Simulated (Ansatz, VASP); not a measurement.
**Cross-check of SnSe2 between VASP and Ansatz**

Aim: how closely do two programs agree when they are given the same cell, functional and k mesh? Of the first pair: The structure shown is the end of the Ansatz relaxation below.

Main program and level: Ansatz 0.2.0; plane waves, with VASP 6.6.1 beside it; single point at PBE with D3(BJ).

**1. The starting structure**

It takes space group P-3m1 (No. 164, trigonal). Conventional cell: a = 3.831 Å, b = 3.831 Å, c = 5.915 Å, α = 90.00°, β = 90.00°, γ = 120.00°. Se has 3 Sn at 2.73 Å nearest. Sn has 6 Se at 2.73 Å nearest. Farther neighbours and most contacts between anions are not listed.

**2. Ansatz: relaxation, PBE with D3(BJ)**

Ansatz runs on its PAW soft_1 files.

This run makes the geometry at which the two programs are then compared.

input.yaml reads:

```yaml
crystal:
  lattice:
    - [3.8138265361, 0.0, 0.0]
    - [-1.906913268, 3.3028706659, 0.0]
    - [0.0, 0.0, 5.9674679408]
  atoms:
    - { symbol: Se, position: [0.3333333333, 0.6666666667, 0.2652777559] }
    - { symbol: Se, position: [0.6666666667, 0.3333333333, 0.7347222441] }
    - { symbol: Sn, position: [0.0, 0.0, 0.0] }
kpoints:
  mp_grid: { grid: [21, 21, 10] }
hamiltonian:
  xc: pbe
  dispersion: d3bj
  pseudopotentials: { kind: paw, azcp: { folder: soft_1 } }
scf:
  occupations: { method: gaussian, width: 0.02 }
output:
  forces: true
  stress: true
  eigenvalues: true
relax:
  adjacent_minimum: "off"
  f_tol: 0.001
  max_steps: 60
  cell: { stress_tol: 0.01, fix: [volume] }
```

The run is started by

```bash
> ansatz run input.yaml --threads 4 --pin off --max-ram 10240MiB --backend cpu --events-out ev --progress --plain --runs-dir out
```

Numbers of over 12 decimals in the logs are rounded to 6 here.

The log of the run:

```text
Engine: ansatz 0.2.0, aarch64-unknown-linux-gnu
Pseudopotentials: kind: paw
Pseudopotential: Se, paw, valence charge 16, recommended cutoff 420 eV (normal), soft_1/Se.paw.azcp
Pseudopotential: Sn, paw, valence charge 14, recommended cutoff 420 eV (normal), soft_1/Sn.paw.azcp
Functional definition: PBE
  parameter kappa = 0.804
  parameter beta = 0.066725
  exchange = pbe_x(kappa = kappa, mu = beta*pi^2/3)
  correlation = pbe_c(beta = beta)
Crystal: 3 atoms, lattice volume = 75.170 Å³
Basis set: ecut = 420 eV, 1459 PW (Γ), exchange–correlation on 54×54×80 points (8 copies of the dense FFT grid, shifted against one another)
Bands: 28, of which v1, the nominal top of the filled ones, is band 23 counted from 1 (22 counted from 0)
Symmetry: 12 space group operations
Space group: P-3m1 (ITA 164), of the structure as read, at distance tolerance 4.2e-5 Å
k-points: 436 of 4410
Non-local potential: Se, projectors of the file, l = 0: 2, l = 1: 2, l = 2: 3, l = 3: 1
Non-local potential: Sn, projectors of the file, l = 0: 2, l = 1: 2, l = 2: 2, l = 3: 1
PAW form: soft (Blöchl's): semilocal exchange-correlation on the pseudo side does not see the compensation charge
PAW one-centre angular grid: Se, 590 points (default); XC on 64 Gauss nodes
PAW one-centre angular grid: Sn, 590 points (default); XC on 64 Gauss nodes
Initial density: superposition of atomic densities (chi_scale 0.1, normalization cell, long waves kept (reshape's long-wave potential 0.08 eV rms))
Initial wavefunctions: pseudopotential atomic-orbital guess
Functional: x = pbe(κ = 0.804, μ = 0.219515), c = pbe(β = 0.066725)
SCF iter   1: F=—  HF=-16964.899949 eV  |F-HF|=—  |Δ(HF+E_count)|=         —  Δρ=3.27e-2  dr2=1.57e0  ethr=3.10e-3  ⟨swp⟩=7.1  Hψ=55877  notcnv=0
preconditioner: auto → Resta (q_TF=auto, 2.514 Å⁻¹)  ε∞=4.0  [insulator: Δε(μ)=0.228 eV  Ē_g=9.874 eV  σ=0.020 eV  W_gap=1.00  n_scr=22 (ndim 8)  ℏωp=17.1 eV  f_vac=0.021  D(μ)=0.00/eV (n_scr^D=0)  ε∞_Penn≈4.0]
SCF iter   2: F=—  HF=-16964.563214 eV  |F-HF|=—  |Δ(HF+E_count)|=   3.37e-1  Δρ=1.66e-2  dr2=2.37e-1  ethr=3.10e-3  ⟨swp⟩=2.1  Hψ=17540  notcnv=0  defer=436
SCF iter   3: F=—  HF=-16964.513138 eV  |F-HF|=—  |Δ(HF+E_count)|=   5.01e-2  Δρ=5.19e-3  dr2=1.64e-2  ethr=5.15e-4  ⟨swp⟩=2.1  Hψ=15535  notcnv=0  defer=436
SCF iter   4: F=—  HF=-16964.513538 eV  |F-HF|=—  |Δ(HF+E_count)|=   4.00e-4  Δρ=1.08e-3  dr2=1.31e-3  ethr=3.57e-5  ⟨swp⟩=2.1  Hψ=23539  notcnv=0  defer=436
SCF iter   5: F=—  HF=-16964.513737 eV  |F-HF|=—  |Δ(HF+E_count)|=   1.99e-4  Δρ=5.08e-4  dr2=1.95e-4  ethr=2.86e-6  ⟨swp⟩=2.0  Hψ=23545  notcnv=0  defer=436
SCF iter   6: F=—  HF=-16964.514021 eV  |F-HF|=—  |Δ(HF+E_count)|=   2.84e-4  Δρ=1.37e-4  dr2=1.72e-5  ethr=4.25e-7  ⟨swp⟩=2.9  Hψ=22403  notcnv=0  defer=436
SCF iter   7: F=—  HF=-16964.514052 eV  |F-HF|=—  |Δ(HF+E_count)|=   3.07e-5  Δρ=4.07e-5  dr2=1.20e-6  ethr=3.73e-8  ⟨swp⟩=3.0  Hψ=22463  notcnv=0  defer=436
SCF iter   8: F=-16964.514056 eV  HF=-16964.514056 eV  |F-HF|=1.53e-7  |Δ(HF+E_count)|=   3.62e-6  Δρ=7.70e-6  dr2=9.02e-8  ethr=2.17e-10  ⟨swp⟩=9.7  Hψ=63401  notcnv=0
SCF 1 converged in 8 iterations: F = -16964.514056 eV  dr2 = 9.02e-8
  greatest PAW one-centre occupation: 1.000 electrons in one spin orbital (limit 2), on the Se atom at site 1 (counted from 0), in its partial waves of l = 2
relax step   1: F+E_penalty+E_count = -16964.51405569 eV  Δ(F+E_penalty+E_count) = +0.000e0 eV  max|allowed force component| = 1.618e-1 eV/Å  Δτ_max = 0.0000 Å  P = +1.417 GPa  Ω = 75.170 Å³  fix = [volume]  reactions: volume +1.417 GPa  (8 SCF iters, dr2 threshold 1.00e-7 eV, accepted)
[...]
relax step   3: F+E_penalty+E_count = -16964.51776269 eV  Δ(F+E_penalty+E_count) = -3.707e-3 eV  max|allowed force component| = 9.488e-3 eV/Å  Δτ_max = 0.0231 Å  P = +0.651 GPa  Ω = 75.170 Å³  energy of the carried Pulay correction = -3.611e-18 eV  fix = [volume]  reactions: volume +0.651 GPa  (10 SCF iters, accepted)
[...]
relax step   4: F+E_penalty+E_count = -16964.51783480 eV  Δ(F+E_penalty+E_count) = -7.211e-5 eV  max|allowed force component| = 2.610e-3 eV/Å  Δτ_max = 0.0007 Å  P = +0.632 GPa  Ω = 75.170 Å³  energy of the carried Pulay correction = -3.611e-18 eV  fix = [volume]  reactions: volume +0.632 GPa  (4 SCF iters, dr2 threshold 3.17e-8 eV, accepted)
[...]
relax step   5: F+E_penalty+E_count = -16964.51783932 eV  Δ(F+E_penalty+E_count) = -4.528e-6 eV  max|allowed force component| = 5.251e-5 eV/Å  Δτ_max = 0.0001 Å  P = +0.630 GPa  Ω = 75.170 Å³  energy of the carried Pulay correction = -9.028e-19 eV  fix = [volume]  reactions: volume +0.630 GPa  (4 SCF iters, dr2 threshold 1.91e-9 eV, accepted)
[...]
relax step   6: F+E_penalty+E_count = -16964.51783727 eV  Δ(F+E_penalty+E_count) = +2.057e-6 eV  max|allowed force component| = 5.245e-5 eV/Å  Δτ_max = 0.0000 Å  P = +0.630 GPa  Ω = 75.170 Å³  fix = [volume]  reactions: volume +0.630 GPa  stress off target by 2.44e-3 GPa on what of the cell is left free  SCF on the basis re-selected at this cell (its energy is not comparable with the rows above)  (8 SCF iters)
basis re-selected at this cell: Δ(F+E_penalty+E_count) = +2.057e-6 eV, ΔP = -0.000 GPa vs the last step (what re-selecting the basis moved, of the pressure what is left beyond the Pulay correction that the steps carried, after the strain that the cell walked since its last selection, with what the two solves' SCF thresholds leave and, on support functions, any second-order correction that the steps lacked; it is no m [...]
SCF converged after 8 iterations
Free energy (F): -16964.517837 eV
Harris-Foulkes:  -16964.517837 eV  (|F-HF|=0.00e0)
Internal energy: -16964.517837 eV  (E = F + TS)
E sigma→0 (E₀):  -16964.517837 eV
Fermi energy:    8.692193 eV
--- Per-component energies (eV) ---
  E_band       = -850.109614
  E_kinetic    = 390.183223
  E_local      = -6373.474150  (includes V_loc(G=0)·N_el)
  E_nonlocal   = -563.542082
  E_hartree    = 3330.176421
  E_xc         = -295.747630
  E_vxc        = -260.758177  (∫ρ·V_xc dr)
  E_paw        = -8631.617117  (= ΣΔE_a)
  E_vpaw       = -702.870826  (= ΣTr[D̂ρ^β])
  E_aug_tail   = -0.000447  (compensation charges beyond the density's cutoff)
  E_ewald      = -4819.379819
  E_disp       = -1.116237  (pairwise vdW)
  E_smearing   = -0.000000  (= −TS)
  E_closure    = 0.000000  (closes the sum)
  Σ components = -16964.517837   (vs F -16964.517837, Δ=0.00e0)
--- Forces (eV/Å), atoms counted from 1 ---
  atom   1  Se    -0.00000000    -0.00000000     0.00005245
  atom   2  Se     0.00000000     0.00000000    -0.00005245
  atom   3  Sn    -0.00000000     0.00000000     0.00000000
  max |Σ_I F_I| component: 2.31e-18 eV/Å
--- Stress (GPa, compression-positive) ---
        0.630840       0.000000      -0.000000
        0.000000       0.630840      -0.000000
       -0.000000      -0.000000       0.627175
  P = ⅓ Tr σ = 0.6296 GPa (6.296 kbar)
--- Band table (eV; the first three rows and the last of 436) ---
  k-point 0: bands = [... 19 lower, 7.7347, 7.8591, 7.8591, 8.4076, 9.1743, 11.3999, 12.9778, 12.9778, ... 1 higher]
  k-point 1: bands = [... 19 lower, 7.6899, 7.9142, 7.9142, 7.9946, 9.5280, 11.4015, 12.9318, 12.9318, ... 1 higher]
  k-point 2: bands = [... 19 lower, 7.6262, 7.6262, 8.0053, 8.0053, 10.0304, 11.3990, 12.8153, 12.8153, ... 1 higher]
  k-point 435: bands = [... 19 lower, 4.0356, 4.5108, 8.1129, 8.1129, 10.7397, 12.6163, 12.6163, 14.0921, ... 1 higher]
--- Relaxed structure (5 steps of the walk, 4 accepted, 1 SCFs on fresh bases) ---
  F+E_penalty+E_count = -16964.51783727 eV   max|allowed force component| = 5.245e-5 eV/Å   (the final SCF, on the basis selected at the relaxed cell)
  cell:  # Å, volume = 75.1697 Å³
    - [3.830607, -2.8994481672723074e-11, -5.354531490287351e-19]
    - [-1.915304, 3.317403, 0]
    - [-8.378198301346744e-19, -4.837155044521955e-19, 5.915300]
  atoms:
    - { symbol: Se, position: [0.333333, 0.666667, 0.269277] }
    - { symbol: Se, position: [0.666667, 0.333333, 0.730723] }
    - { symbol: Sn, position: [0, 0, 0] }
```

**3. VASP: single point, PBE with D3(BJ), relaxed cell, pair 1**

The same cell, functional, mesh and smearing now go to VASP, with its own data sets.

Lines of VASP's logs that name or quote its potential files are left out, and so is its time.

INCAR reads:

```
SYSTEM = SnSe2
PREC = Accurate
ENCUT = 500
EDIFF = 1E-06
NELM = 120
ISMEAR = 0
SIGMA = 0.02
LREAL = .FALSE.
ALGO = Normal
GGA = PE
IVDW = 12
NBANDS = 19
LORBIT = 11
LWAVE = .FALSE.
LCHARG = .FALSE.
ISIF = 2
LASPH = .TRUE.
GGA_COMPAT = .FALSE.
EFERMI = MIDGAP
KPAR = 2
```

POSCAR reads:

```
SnSe2
1.0
    3.8306070690      0.0000000000      0.0000000000
   -1.9153035345      3.3174030337      0.0000000000
    0.0000000000      0.0000000000      5.9152997296
Se Sn
2 1
Direct
    0.3333333333      0.6666666667      0.2692765738
    0.6666666667      0.3333333333      0.7307234262
    0.0000000000      0.0000000000      0.0000000000
```

KPOINTS reads:

```
Automatic mesh
0
Gamma
21 21 10
0 0 0
```

PAW data sets: Se and Sn_d (PBE family, release 64).

The run is started by

```bash
> mpirun -np 2 vasp_std
```

The log of the run:

```text
[banner, memory and clock lines left out]
running    2 mpi-ranks, on    1 nodes
 distrk:  each k-point on    1 cores,    2 groups
 distr:  one band on    1 cores,    1 groups

 POSCAR found type information on POSCAR SeSn
 POSCAR found :  2 types and       3 ions
 LDA part: xc-table for (Slater+PW92), standard interpolation
 POSCAR, INCAR and KPOINTS ok, starting setup
 FFT: planning ... GRIDC
 FFT: planning ... GRID_SOFT
 FFT: planning ... GRID
 WAVECAR not read
 entering main loop
       N       E                     dE             d eps       ncg     rms          rms(c)
DAV:   1     0.199452997895E+03    0.19945E+03   -0.12022E+04 16940   0.153E+03
DAV:   2     0.105490850825E+02   -0.18890E+03   -0.18296E+03 17669   0.384E+02
DAV:   3    -0.112385047660E+02   -0.21788E+02   -0.21211E+02 20293   0.115E+02
DAV:   4    -0.120066832778E+02   -0.76818E+00   -0.76640E+00 19567   0.222E+01
DAV:   5    -0.120244870070E+02   -0.17804E-01   -0.17802E-01 22543   0.360E+00    0.498E+00
DAV:   6    -0.117930852852E+02    0.23140E+00   -0.51835E-01 24541   0.754E+00    0.321E+00
DAV:   7    -0.117787919235E+02    0.14293E-01   -0.14459E-01 18512   0.241E+00    0.105E+00
DAV:   8    -0.117790764188E+02   -0.28450E-03   -0.10939E-02 19653   0.985E-01    0.276E-01
DAV:   9    -0.117795535505E+02   -0.47713E-03   -0.15042E-03 18138   0.289E-01    0.836E-02
DAV:  10    -0.117795610091E+02   -0.74585E-05   -0.12190E-04 21069   0.771E-02    0.321E-02
DAV:  11    -0.117795893143E+02   -0.28305E-04   -0.46041E-05 17246   0.389E-02    0.872E-03
DAV:  12    -0.117795892668E+02    0.47459E-07   -0.22354E-06 16994   0.115E-02
   1 F= -.12895542E+02 E0= -.12895542E+02  d E =-.761977E-25
```

From OUTCAR (step 3):

```text
ion  position               nearest neighbor table
   1  0.333  0.667  0.269-   3 2.73   3 2.73   3 2.73
   2  0.667  0.333  0.731-   3 2.73   3 2.73   3 2.73
   3  0.000  0.000  0.000-   1 2.73   2 2.73   2 2.73   1 2.73   2 2.73   1 2.73

  LATTYP: Found a hexagonal cell.
 ALAT       =     3.8306070690
 C/A-ratio  =     1.5442199169

 Subroutine GETGRP returns: Found 12 space group operations
 (whereof 12 operations were pure point group operations)

The static configuration has the point symmetry D_3d.

 Found    436 irreducible k-points:

   k-points           NKPTS =    436   k-points in BZ     NKDIM =    436   number of bands    NBANDS=     19

   dimension x,y,z NGX =    28 NGY =   28 NGZ =   48
   dimension x,y,z NGXF=    56 NGYF=   56 NGZF=   96

   ENCUT  =  500.0 eV  36.75 Ry    6.06 a.u.   6.98  6.98 10.78*2*pi/ulx,y,z

   NELECT =      26.0000    total number of electrons

 k-points in reciprocal lattice and weights: Automatic mesh
   0.00000000  0.00000000  0.00000000       0.000
   0.04761905  0.00000000  0.00000000       0.001
   0.09523810  0.00000000  0.00000000       0.001
   0.14285714  0.00000000  0.00000000       0.001
   0.19047619  0.00000000  0.00000000       0.001
   0.23809524 -0.00000000  0.00000000       0.001
   0.28571429 -0.00000000  0.00000000       0.001
   0.33333333  0.00000000  0.00000000       0.001
   0.38095238  0.00000000  0.00000000       0.001
[...]
0.33333333  0.28571429  0.50000000       0.003
   0.33333333  0.33333333  0.50000000       0.000

 average (electrostatic) potential at core
       1 -53.0960       2 -53.0960       3-102.3579

 E-fermi :   4.8859

 k-point     1 :       0.0000    0.0000    0.0000
  band No.  band energies     occupation
    ...
      9       3.9264      2.00000
     10       3.9264      2.00000
     11       4.0527      2.00000
     12       4.0527      2.00000
     13       4.6070      2.00000
     14       5.3639      0.00000
     15       7.5848      0.00000
     16       9.1654      0.00000
     17       9.1654      0.00000
     18      12.7856      0.00000
    ...

 k-point     2 :       0.0476    0.0000    0.0000
  band No.  band energies     occupation
    ...
      9       3.5121      2.00000
     10       3.7367      2.00000
     11       3.9545      2.00000
     12       4.1973      2.00000
     13       4.6683      2.00000
     14       5.6508      0.00000
     15       7.7221      0.00000
     16       9.0582      0.00000
     17       9.1996      0.00000
     18      12.8243      0.00000
    ...

 k-point     3 :       0.0952    0.0000    0.0000
  band No.  band energies     occupation
    ...
      9       2.8454      2.00000
     10       3.4683      2.00000
     11       3.5874      2.00000
     12       4.3358      2.00000
     13       4.7178      2.00000
     14       6.1689      0.00000
     15       8.0445      0.00000
     16       8.8468      0.00000
     17       9.2918      0.00000
     18      12.4587      0.00000
    ...

 Edisp (eV)   -1.11595

  Total       0.33246     0.33246     0.33823    -0.00000    -0.00000     0.00000
  in kB       7.08612     7.08612     7.20916    -0.00000    -0.00000     0.00000
  external pressure =        7.13 kB  Pullay stress =        0.00 kB

  energy-cutoff  :      500.00
  volume of cell :       75.17
      direct lattice vectors                 reciprocal lattice vectors
     3.830607069  0.000000000  0.000000000     0.261055228  0.150720306  0.000000000
    -1.915303535  3.317403034  0.000000000     0.000000000  0.301440612  0.000000000
     0.000000000  0.000000000  5.915299730     0.000000000  0.000000000  0.169053141

 POSITION                                       TOTAL-FORCE (eV/Angst)
 -----------------------------------------------------------------------------------
     -0.00000      2.21160      1.59285        -0.000000      0.000000      0.014357
      1.91530      1.10580      4.32245         0.000000     -0.000000     -0.014357
      0.00000      0.00000      0.00000         0.000000      0.000000      0.000000
 -----------------------------------------------------------------------------------
    total drift:                                0.000000      0.000000      0.000000

  FREE ENERGIE OF THE ION-ELECTRON SYSTEM (eV)
  ---------------------------------------------------
  free  energy   TOTEN  =       -12.8955418177 eV

  energy  without entropy=      -12.8955418177  energy(sigma->0) =      -12.89554182

 total charge
# of ion       s       p       d       tot
------------------------------------------
    1        1.488   2.300   0.029   3.817
    2        1.488   2.300   0.029   3.817
    3        1.068   1.010  10.092  12.171
--------------------------------------------------
tot          4.045   5.610  10.150  19.805

[... 3 further parts left out ...]
```

The run ends at a pressure of 0.71 GPa, with forces up to 0.014 eV/Å.

**4. Side by side**

Known differences besides the potentials themselves: the data sets hold 46 valence electrons in Ansatz (on its PAW soft_1 files) and 26 in VASP; the cutoff is 420 eV in Ansatz and 500 eV in VASP; Ansatz's pressure holds a Pulay correction, VASP's none. Total energies have different zeros and are not compared.

The two programs side by side:

| quantity | Ansatz | VASP | difference |
| --- | --- | --- | --- |
| pressure (GPa) | 0.63 | 0.71 | -0.08 |
| gap on the k mesh (eV) | 0.281 | 0.277 | +0.005 |

At this near-relaxed geometry the largest component of a force difference is 14 meV/Å. A gap on the mesh is an upper bound, since the band edges may lie between its points.

**5. Ansatz: relaxation, PBE with D3(BJ)**

The two programs are compared at the cell with which this relaxation starts, whose forces are those of its first step. The cell compared in this pair holds 78.24 Å³, against 75.17 Å³ for the pair before.

The structure compared here is the start of the Ansatz relaxation; VASP solves that cell, so the two are compared at the walk's first step.

input.yaml: that of step 2 with these lines changed.

```diff
@@ -2,5 +2,5 @@
   lattice:
-    - [3.8138265361, 0.0, 0.0]
-    - [-1.906913268, 3.3028706659, 0.0]
-    - [0.0, 0.0, 5.9674679408]
+    - [3.8650249479, 0.0, 0.0]
+    - [-1.932512474, 3.3472097912, 0.0]
+    - [0.0, 0.0, 6.0475777408]
   atoms:
```

The run is started by

```bash
> ansatz run input.yaml --threads 4 --pin off --max-ram 10240MiB --backend cpu --events-out ev --progress --plain --runs-dir out
```

The log of the run:

```text
[...]
Crystal: 3 atoms, lattice volume = 78.238 Å³
Basis set: ecut = 420 eV, 1509 PW (Γ), exchange–correlation on 54×54×90 points (8 copies of the dense FFT grid, shifted against one another)
Bands: 28, of which v1, the nominal top of the filled ones, is band 23 counted from 1 (22 counted from 0)
Symmetry: 12 space group operations
[...]
k-points: 436 of 4410
[...]
--- Relaxed structure (5 steps of the walk, 4 accepted, 1 SCFs on fresh bases) ---
[...]
cell:  # Å, volume = 78.2378 Å³
    - [3.847502, 2.8736562015861077e-11, 0]
    - [-1.923751, 3.332034, 0]
    - [0, 0, 6.102789]
  atoms:
    - { symbol: Se, position: [0.333333, 0.666667, 0.261222] }
    - { symbol: Se, position: [0.666667, 0.333333, 0.738778] }
    - { symbol: Sn, position: [0, 0, 0] }
[key lines of the parts left out:]
SCF converged after 7 iterations
Free energy (F): -16964.518149 eV
Fermi energy:    8.043703 eV
P = ⅓ Tr σ = -0.5043 GPa (-5.043 kbar)
```

(Part 1 of 2 ends here.)

[Lines on the potential files, build, host, timing and source positions are cut from VASP's logs without a mark.]

[Logs are printed without paths, hosts, clocks, repeated set-up lines and the standing remarks that a program may print on its own settings, such as how far it seeks lower states.]

[Hosts, paths, dates, database ids (printed as entryN), source tags and the programs' standing remarks are cut or masked in the printed files.]
